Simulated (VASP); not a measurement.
Level of theory: PBE GGA, VASP's PBE PAW potentials (set 64) (plane waves; VASP 6.6.1).

The input files of a VASP run:

File POSCAR:
```
FePt
1
    2.7415810220     0.0000000000     0.0000000000
    0.0000000000     2.7415810220     0.0000000000
    0.0000000000     0.0000000000     3.7758282318
Fe Pt
1 1
Direct
  0.0000000000   0.0000000000   0.0000000000
  0.5000000000   0.5000000000   0.5000000000
```

**KPOINTS**
```
Automatic mesh
0
Gamma
12 12 10
0 0 0
```

### INCAR
```
# general
SYSTEM  = FePt
PREC    = Accurate
ENCUT   = 480
LREAL   = .FALSE.
LASPH   = .TRUE.

# electronic loop
EDIFF   = 1E-7
NELM    = 100
ALGO    = Normal
LMAXMIX = 6

# smearing
ISMEAR  = 1
SIGMA   = 0.1

# functional
GGA     = PE

# spin
ISPIN   = 2
MAGMOM  = 2.9 0.3

# ions
ISIF    = 2

# output
LWAVE   = .FALSE.
LCHARG  = .FALSE.
LORBIT  = 10
```

POTCAR, in this order: Fe Pt (PBE.64 set). Program: vasp_std.

The resulting files:

OUTCAR:
```
 ion  position               nearest neighbor table
   1  0.000  0.000  0.000-   2 2.71   2 2.71   2 2.71   2 2.71   2 2.71   2 2.71   2 2.71   2 2.71
  LATTYP: Found a simple tetragonal cell.
 ALAT       =     2.7415810220
 C/A-ratio  =     1.3772448093
 Subroutine PRICEL returns:
 Original cell was already a primitive cell.
 Subroutine GETGRP returns: Found 16 space group operations
The static configuration has the point symmetry D_4h.
The dynamic configuration has the point symmetry D_4h.
The overall configuration has the point symmetry D_4h.
 Subroutine INISYM returns: Found 16 space group operations
 Subroutine IBZKPT returns following result:
 Found    168 irreducible k-points:

 Following reciprocal coordinates:
            Coordinates               Weight
  0.000000  0.000000  0.000000      1.000000
  0.083333  0.000000  0.000000      4.000000
  0.166667  0.000000  0.000000      4.000000
  0.250000  0.000000  0.000000      4.000000
  0.333333  0.000000  0.000000      4.000000
  0.416667  0.000000  0.000000      4.000000
  0.500000  0.000000  0.000000      2.000000
  0.083333  0.083333  0.000000      4.000000
  0.166667  0.083333  0.000000      8.000000
  0.250000  0.083333  0.000000      8.000000
  0.333333  0.083333  0.000000      8.000000
  0.416667  0.083333  0.000000      8.000000
  0.500000  0.083333  0.000000      4.000000
  0.166667  0.166667  0.000000      4.000000
  0.250000  0.166667  0.000000      8.000000
  0.333333  0.166667  0.000000      8.000000
  0.416667  0.166667  0.000000      8.000000
  0.500000  0.166667  0.000000      4.000000
  0.250000  0.250000  0.000000      4.000000
  0.333333  0.250000  0.000000      8.000000
  0.416667  0.250000  0.000000      8.000000
  0.500000  0.250000  0.000000      4.000000
  0.333333  0.333333  0.000000      4.000000
  0.416667  0.333333  0.000000      8.000000
  0.500000  0.333333  0.000000      4.000000
  0.416667  0.416667  0.000000      4.000000
  0.500000  0.416667  0.000000      4.000000
  0.500000  0.500000  0.000000      1.000000
  0.000000  0.000000  0.100000      2.000000
  0.083333  0.000000  0.100000      8.000000
  0.166667  0.000000  0.100000      8.000000
  0.250000  0.000000  0.100000      8.000000
  0.333333  0.000000  0.100000      8.000000
  0.416667  0.000000  0.100000      8.000000
  0.500000  0.000000  0.100000      4.000000
  0.083333  0.083333  0.100000      8.000000
  0.166667  0.083333  0.100000     16.000000
  0.250000  0.083333  0.100000     16.000000
  0.333333  0.083333  0.100000     16.000000
  0.416667  0.083333  0.100000     16.000000
   k-points           NKPTS =    168   k-points in BZ     NKDIM =    168   number of bands    NBANDS=     15
   number of dos      NEDOS =    301   number of ions     NIONS =      2
   total plane-waves  NPLWV =  11200
   dimension x,y,z NGX =    20 NGY =   20 NGZ =   28
   dimension x,y,z NGXF=    40 NGYF=   40 NGZF=   56
   ions per type =               1   1
   PREC   = accura    normal or accurate (medium, high low for compatibility)
   ISTART =      0    job   : 0-new  1-cont  2-samecut
   ICHARG =      2    charge: 1-file 2-atom 10-const
   ISPIN  =      2    spin polarized calculation?
   LNONCOLLINEAR =      F non collinear calculations
   LSORBIT =      F    spin-orbit coupling
   INIWAV =      1    electr: 0-lowe 1-rand  2-diag
   ENCUT  =  480.0 eV  35.28 Ry    5.94 a.u.   4.90  4.90  6.75*2*pi/ulx,y,z
   NELM   =    100;   NELMIN=  2; NELMDL= -5     # of ELM steps
   EDIFF  = 0.1E-06   stopping-criterion for ELM
   LREAL  =      F    real-space projection
   NLSPLINE    = F    spline interpolate recip. space projectors
...
```

### OSZICAR
```
       N       E                     dE             d eps       ncg     rms          rms(c)
DAV:   1     0.882410848826E+02    0.88241E+02   -0.83320E+03 10408   0.124E+03
DAV:   2    -0.129576663729E+02   -0.10120E+03   -0.90579E+02 10339   0.246E+02
DAV:   3    -0.161710575240E+02   -0.32134E+01   -0.31053E+01 12608   0.529E+01
DAV:   4    -0.162055531001E+02   -0.34496E-01   -0.34303E-01 11591   0.468E+00
DAV:   5    -0.162064434937E+02   -0.89039E-03   -0.89037E-03 13408   0.864E-01    0.161E+01
DAV:   6    -0.177905398573E+02   -0.15841E+01   -0.16033E+01 11091   0.864E+01    0.262E+01
DAV:   7    -0.148972932055E+02    0.28932E+01   -0.99722E+00 12900   0.812E+01    0.861E+00
DAV:   8    -0.148965076939E+02    0.78551E-03   -0.48189E-01 11976   0.104E+01    0.420E+00
DAV:   9    -0.148105053019E+02    0.86002E-01   -0.12720E-01 14513   0.751E+00    0.179E+00
DAV:  10    -0.147991175356E+02    0.11388E-01   -0.44900E-02 15049   0.418E+00    0.735E-01
DAV:  11    -0.147981004690E+02    0.10171E-02   -0.33872E-03 14761   0.110E+00    0.283E-01
DAV:  12    -0.147978780567E+02    0.22241E-03   -0.34345E-04 14140   0.279E-01    0.730E-02
DAV:  13    -0.147978899959E+02   -0.11939E-04   -0.66602E-05 13707   0.172E-01    0.495E-02
DAV:  14    -0.147978837483E+02    0.62476E-05   -0.78142E-06 15065   0.638E-02    0.176E-02
DAV:  15    -0.147978845448E+02   -0.79644E-06   -0.33470E-06 13991   0.422E-02    0.509E-03
DAV:  16    -0.147978847207E+02   -0.17590E-06   -0.58298E-07 11573   0.127E-02    0.171E-03
DAV:  17    -0.147978847389E+02   -0.18213E-07   -0.47470E-08  6030   0.241E-03
   1 F= -.14797885E+02 E0= -.14797258E+02  d E =-.188150E-02  mag=     3.3430
```

File OUTCAR:
```
------------------------ aborting loop because EDIFF is reached ----------------------------------------
  FORCE on cell =-STRESS in cart. coord.  units (eV):
  Direction    XX          YY          ZZ          XY          YZ          ZX
  --------------------------------------------------------------------------------------
  Total       -0.4211287     -0.4211287     -0.4736315      0.0000000     -0.0000000      0.0000000
  in kB      -23.7744792    -23.7744792    -26.7384827      0.0000000     -0.0000000      0.0000000
  external PRESSURE =     -24.7624803 kB  Pullay stress =       0.0000000 kB
  volume of cell :       28.38
      direct lattice vectors                 reciprocal lattice vectors
     2.741581022  0.000000000  0.000000000     0.364753036  0.000000000  0.000000000
     0.000000000  2.741581022  0.000000000     0.000000000  0.364753036  0.000000000
     0.000000000  0.000000000  3.775828232     0.000000000  0.000000000  0.264842556
 POSITION                                       TOTAL-FORCE (eV/Angst)
 -----------------------------------------------------------------------------------
      0.00000      0.00000      0.00000         0.000000      0.000000      0.000000
      1.37079      1.37079      1.88791         0.000000      0.000000      0.000000
 -----------------------------------------------------------------------------------
    total drift:                               -0.000000      0.000000      0.000000
  FREE ENERGIE OF THE ION-ELECTRON SYSTEM (eV)
  ---------------------------------------------------
  free  energy   TOTEN  =       -14.7978847389 eV

  energy  without entropy=      -14.7960032343  energy(sigma->0) =      -14.79725757

 total charge

# of ion       s       p       d       tot
------------------------------------------
    1        0.400   0.430   6.097   6.927
    2        0.701   0.633   8.039   9.373
--------------------------------------------------
tot          1.101   1.063  14.136  16.301

 magnetization (x)

# of ion       s       p       d       tot
------------------------------------------
    1        0.006  -0.007   2.983   2.981
    2       -0.025  -0.064   0.432   0.343
--------------------------------------------------
tot         -0.019  -0.071   3.414   3.324
```
(Selected blocks of OUTCAR.)

The compound is FePt in the L1_0 structure. This cell was strained or had an atom moved on purpose.
